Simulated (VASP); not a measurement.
Consider the following.

```yaml
crystal:
  lattice:
    - [6.49921, 0.00000, 0.00000]
    - [0.00000, 6.49921, 0.00000]
    - [0.00000, 0.00000, 6.49921]
  atoms:
    - { symbol: Zn, position: [0.00000, 0.00000, 0.00000] }
    - { symbol: Te, position: [0.23943, 0.23943, 0.23943] }
    - { symbol: Te, position: [0.76057, 0.76057, 0.23943] }
    - { symbol: Te, position: [0.76057, 0.23943, 0.76057] }
    - { symbol: Te, position: [0.23943, 0.76057, 0.76057] }
    - { symbol: Cd, position: [0.50000, 0.50000, 0.00000] }
    - { symbol: Cd, position: [0.50000, 0.00000, 0.50000] }
    - { symbol: Cd, position: [0.00000, 0.50000, 0.50000] }
```

The numbers are results of HSE06 screened hybrid, VASP's PBE PAW potentials (set 64) (plane waves; VASP), not measurements. Numerical set-up: 400 eV cut-off, 4×4×4 Γ-centred mesh, Gaussian smearing of 0.050 eV, potentials Zn Te Cd.

### Question
Which forces act on the atoms, in eV/Å?

### Answer

| atom | Fx | Fy | Fz |
|---|---|---|---|
| Zn1 | 0.000 | 0.000 | 0.000 |
| Te2 | 0.032 | 0.032 | 0.032 |
| Te3 | -0.032 | -0.032 | 0.032 |
| Te4 | -0.032 | 0.032 | -0.032 |
| Te5 | 0.032 | -0.032 | -0.032 |
| Cd6 | 0.000 | 0.000 | 0.000 |
| Cd7 | 0.000 | 0.000 | 0.000 |
| Cd8 | 0.000 | 0.000 | 0.000 |

### Question
Give the stress tensor in GPa (positive for a compressed cell).

### Answer

```
-1.12   0.00   0.00
 0.00  -1.12   0.00
 0.00   0.00  -1.12
```
The pressure is its mean diagonal, -1.12 GPa.

The structure was generated: Cd3ZnTe4 was put into an ordered model structure (P-43m), which need not be its known phase. It was relaxed first, which changed the volume by +5 %. The cell's shape comes from a PBE relaxation.
